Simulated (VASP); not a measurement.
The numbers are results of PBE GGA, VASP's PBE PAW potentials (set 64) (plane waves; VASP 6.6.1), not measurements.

VASP input:

**KPOINTS**
```
Automatic mesh
0
Gamma
4 4 4
0 0 0
```

**INCAR**
```
SYSTEM = SnTe
PREC = Normal
ENCUT = 500
EDIFF = 1E-8
NELM = 100
ALGO = Normal
LREAL = .FALSE.
LASPH = .TRUE.
ISMEAR = 0
SIGMA = 0.01
GGA = PE
LWAVE = .TRUE.
LCHARG = .FALSE.
```

File POSCAR:
```
SnTe
1
    0.0000000000     3.1858150000     3.1858150000
    3.1858150000     0.0000000000     3.1858150000
    3.1858150000     3.1858150000     0.0000000000
Sn Te
1 1
Direct
  0.0000000000   0.0000000000   0.0000000000
  0.5000000000   0.5000000000   0.5000000000
```

POTCAR, in this order: Sn_d_GW Te_GW (PBE.64 set). Program: vasp_std.

Output

### OUTCAR
```
 ion  position               nearest neighbor table
   1  0.000  0.000  0.000-   2 3.19   2 3.19   2 3.19   2 3.19   2 3.19   2 3.19
   2  0.500  0.500  0.500-   1 3.19   1 3.19   1 3.19   1 3.19   1 3.19   1 3.19
  LATTYP: Found a face centered cubic cell.
 ALAT       =     6.3716300000
 Subroutine PRICEL returns:
 Original cell was already a primitive cell.
 Subroutine GETGRP returns: Found 48 space group operations
The static configuration has the point symmetry O_h .
The dynamic configuration has the point symmetry O_h .
 Subroutine INISYM returns: Found 48 space group operations
 Subroutine IBZKPT returns following result:
 Found      8 irreducible k-points:

 Following reciprocal coordinates:
            Coordinates               Weight
  0.000000  0.000000  0.000000      1.000000
  0.250000  0.000000  0.000000      8.000000
  0.500000  0.000000  0.000000      4.000000
  0.250000  0.250000  0.000000      6.000000
  0.500000  0.250000  0.000000     24.000000
 -0.250000  0.250000  0.000000     12.000000
  0.500000  0.500000  0.000000      3.000000
 -0.250000  0.500000  0.250000      6.000000
   k-points           NKPTS =      8   k-points in BZ     NKDIM =      8   number of bands    NBANDS=     14
...
```

OSZICAR:
```
       N       E                     dE             d eps       ncg     rms          rms(c)
DAV:   1     0.104334447279E+03    0.10433E+03   -0.80317E+03   284   0.725E+03
DAV:   2     0.158366100261E+01   -0.10275E+03   -0.10092E+03   362   0.799E+02
DAV:   3    -0.746998521100E+01   -0.90536E+01   -0.90415E+01   422   0.108E+02
DAV:   4    -0.760877307911E+01   -0.13879E+00   -0.13875E+00   294   0.126E+01
DAV:   5    -0.762023726370E+01   -0.11464E-01   -0.11464E-01   368   0.451E+00    0.273E+00
DAV:   6    -0.755761570196E+01    0.62622E-01   -0.15908E-01   342   0.110E+01    0.160E+00
DAV:   7    -0.755744913652E+01    0.16657E-03   -0.37799E-02   364   0.250E+00    0.720E-01
DAV:   8    -0.755866794510E+01   -0.12188E-02   -0.10588E-02   292   0.254E+00    0.104E-01
DAV:   9    -0.755830668307E+01    0.36126E-03   -0.11447E-03   346   0.833E-01    0.318E-02
DAV:  10    -0.755834335755E+01   -0.36674E-04   -0.22456E-04   278   0.154E-01    0.150E-02
DAV:  11    -0.755834375284E+01   -0.39529E-06   -0.29411E-05   334   0.140E-01    0.473E-03
DAV:  12    -0.755834594982E+01   -0.21970E-05   -0.29324E-06   266   0.356E-02    0.145E-03
DAV:  13    -0.755834615564E+01   -0.20583E-06   -0.35792E-07   346   0.996E-03    0.382E-04
DAV:  14    -0.755834608995E+01    0.65693E-07   -0.17379E-08   228   0.181E-03    0.175E-04
DAV:  15    -0.755834606733E+01    0.22617E-07   -0.29846E-09   202   0.111E-03    0.925E-05
DAV:  16    -0.755834606745E+01   -0.12005E-09   -0.12994E-09   166   0.879E-04
   1 F= -.75583461E+01 E0= -.75579951E+01  d E =-.701885E-03
```

### OUTCAR
```
------------------------ aborting loop because EDIFF is reached ----------------------------------------
  FORCE on cell =-STRESS in cart. coord.  units (eV):
  Direction    XX          YY          ZZ          XY          YZ          ZX
  --------------------------------------------------------------------------------------
  Total        0.1603508      0.1603508      0.1603508      0.0000000      0.0000000      0.0000000
  in kB        3.9727389      3.9727389      3.9727389      0.0000000      0.0000000      0.0000000
  external PRESSURE =       3.9727389 kB  Pullay stress =       0.0000000 kB
  volume of cell :       64.67
      direct lattice vectors                 reciprocal lattice vectors
     0.000000000  3.185815000  3.185815000    -0.156945711  0.156945711  0.156945711
     3.185815000  0.000000000  3.185815000     0.156945711 -0.156945711  0.156945711
     3.185815000  3.185815000  0.000000000     0.156945711  0.156945711 -0.156945711
 POSITION                                       TOTAL-FORCE (eV/Angst)
 -----------------------------------------------------------------------------------
      0.00000      0.00000      0.00000        -0.000000     -0.000000     -0.000000
      3.18581      3.18581      3.18581         0.000000      0.000000      0.000000
 -----------------------------------------------------------------------------------
    total drift:                               -0.000000      0.000000      0.000000
  FREE ENERGIE OF THE ION-ELECTRON SYSTEM (eV)
  ---------------------------------------------------
  free  energy   TOTEN  =        -7.5583460675 eV

  energy  without entropy=       -7.5576441822  energy(sigma->0) =       -7.55799512
```
(Selected blocks of OUTCAR.)

The structure comes from a computed database's SnTe entry (Fm-3m); how it stands against other phases isn't given here. The cell was not relaxed at this level. The k-mesh is coarse (spacing up to 0.43 per Å, 2π included), so the numbers may not be converged in it.
